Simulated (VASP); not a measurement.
An input for Ansatz (written as the equivalent of a VASP run, and not itself run):

Ansatz 0.2 input:
```yaml
crystal:
  lattice:
    - [1.6189622, -2.8041253, 0.0000000]
    - [1.6189622, 2.8041253, 0.0000000]
    - [0.0000000, 0.0000000, 5.2237711]
  atoms:
    - { symbol: Zn, position: [0.6666670, 0.3333330, 0.5015316] }
    - { symbol: Zn, position: [0.3333330, 0.6666670, 0.0015316] }
    - { symbol: O, position: [0.6666670, 0.3333330, 0.8804684] }
    - { symbol: O, position: [0.3333330, 0.6666670, 0.3804684] }
kpoints:
  mp_grid: { grid: [8, 8, 4] }
hamiltonian:
  xc: pbesol
  pseudopotentials: { kind: paw }
scf:
  occupations: { method: gaussian, width: 0.05 }
  max_iter: 100
relax:
  max_steps: 40
  f_tol: 0.01
  cell: { p_target: 30 }
output: { forces: true, stress: true, eigenvalues: true }
```

**Question.** Translate this input to VASP (INCAR, KPOINTS, POSCAR, choice of POTCAR).

**Answer.** One answer among several that fit: 
**INCAR**
```
ISMEAR  =  0   ! Gaussian
ENCUT  =  600
LWAVE  =  .FALSE.
PSTRESS  =  300   ! kbar
ISIF  =  3   ! ions, shape and volume
LCHARG  =  .FALSE.
PREC  =  Accurate
NSW  =  40
LMAXMIX  =  4   ! l cut-off of mixed one-centre charges
NELM  =  100
IBRION  =  2   ! conjugate gradients
EDIFF  =  1E-7   ! SCF stop (eV)
EDIFFG  =  -0.01   ! ionic stop
LREAL  =  .FALSE.
LASPH  =  .TRUE.   ! aspherical one-centre terms
ALGO  =  Normal   ! blocked Davidson
GGA  =  PS   ! PBEsol
SYSTEM  =  ZnO
SIGMA  =  0.05   ! width (eV)
```

File POSCAR:
```
ZnO
1.0
  1.6189622466  -2.8041252995   0.0000000000
  1.6189622466   2.8041252995   0.0000000000
  0.0000000000   0.0000000000   5.2237711021
Zn O
2 2
Cartesian
  1.6189622466  -0.9347103026   2.6198864048
  1.6189622466   0.9347103026   0.0080008537
  1.6189622466  -0.9347103026   4.5993652583
  1.6189622466   0.9347103026   1.9874797073
```

**KPOINTS**
```
Automatic
0
G
  8 8 4
0 0 0
```

POTCAR, in this order: Zn O (PBE.64 set). Program: vasp_std.

What does not carry over: each code has its own PAW files, so the cut-off isn't converted (ENCUT is set for VASP's; basis.ecutwfc is left out, and Ansatz then takes the one that its files recommend); Ansatz stops its SCF on the density residual and VASP on the energy change (EDIFF).

The compound is ZnO in the wurtzite structure. This run relaxes it under an external pressure of 30 GPa. Symmetry was kept, so distortions that lower it aren't found.
